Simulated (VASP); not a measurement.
Given:

```
CELL_PARAMETERS angstrom
      2.23000    -3.86247     0.00000
      2.23000     3.86247     0.00000
      0.00000     0.00000     5.93000
ATOMIC_POSITIONS crystal
  Te 0.00000 0.26300 0.66667
  Te 0.73700 0.73700 0.00000
  Te 0.26300 0.00000 0.33333
```

Calculation: PBE GGA, VASP's PBE PAW potentials (set 64) (plane waves; VASP). Run with PREC = Normal, 400 eV cut-off, 6×6×4 Γ-centred mesh, Gaussian smearing of 0.050 eV, potentials Te.

### Question
Which forces act on the atoms, in eV/Å?

### Answer

| atom | Fx | Fy | Fz |
|---|---|---|---|
| Te1 | 0.159 | 0.276 | 0.000 |
| Te2 | -0.318 | 0.000 | 0.000 |
| Te3 | 0.159 | -0.276 | 0.000 |

### Question
Give the stress tensor in GPa (positive for a compressed cell).

### Answer

```
1.82  0.00  0.00
0.00  1.82  0.00
0.00  0.00  2.34
```
The pressure is its mean diagonal, 1.99 GPa.

The compound is Te in the trig structure. The cell was not relaxed at this level. The run is one of a series of settings (PREC = Normal against the base run), some of them coarse on purpose.
